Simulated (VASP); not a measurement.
Level of theory: vdW-DF2, VASP's PBE PAW potentials (set 64) (plane waves; VASP).

Input for VASP

**KPOINTS**
```
kpoints
0
Gamma
  14 14 13
0 0 0
```

### POSCAR
```
WC
1
    1.4904465845    -2.5815292909     0.0000000000
    1.4904465845     2.5815292909     0.0000000000
    0.0000000000     0.0000000000     2.8971124989
W C
1 1
Direct
  0.0000000000   0.0000000000   0.0000000000
  0.3333330000   0.6666670000   0.5000000000
```

### INCAR
```
LMAXMIX  =  6   # l cut-off of mixed one-centre charges
IBRION  =  2   # conjugate gradients
EDIFFG  =  -0.01   # ionic stop
LUSE_VDW  =  .True.
ENCUT  =  520   # plane-wave cut-off (eV)
LREAL  =  .False.   # projection in real space or not
ISMEAR  =  1
SYSTEM  =  WC
EDIFF  =  1E-7   # SCF stop (eV)
SIGMA  =  0.1   # width (eV)
LWAVE  =  .False.
ALGO  =  Normal
ZAB_VDW  =  -1.8867
NSW  =  30   # most ionic steps
LCHARG  =  .False.
PREC  =  Accurate
ISIF  =  4   # ions and shape, fixed volume
LASPH  =  .True.   # aspherical one-centre terms
GGA  =  ML
NELM  =  100
AGGAC  =  0.0
```

POTCAR, in this order: W_sv C (PBE.64 set). Program: vasp_std.

Task: What will the output report for the number of irreducible k-points (NKPTS), largest plane-wave count, number of space-group operations, FFT grid (NGX, NGY, NGZ)?

Result: 
```
Property                                      Result
--------------------------------------  ------------
number of irreducible k-points (NKPTS)           168
largest plane-wave count                         622
number of space-group operations                  12
FFT grid (NGX, NGY, NGZ)                24 × 24 × 24
```

The compound is WC in the wc structure. This run relaxes it. Symmetry was kept, so distortions that lower it aren't found.
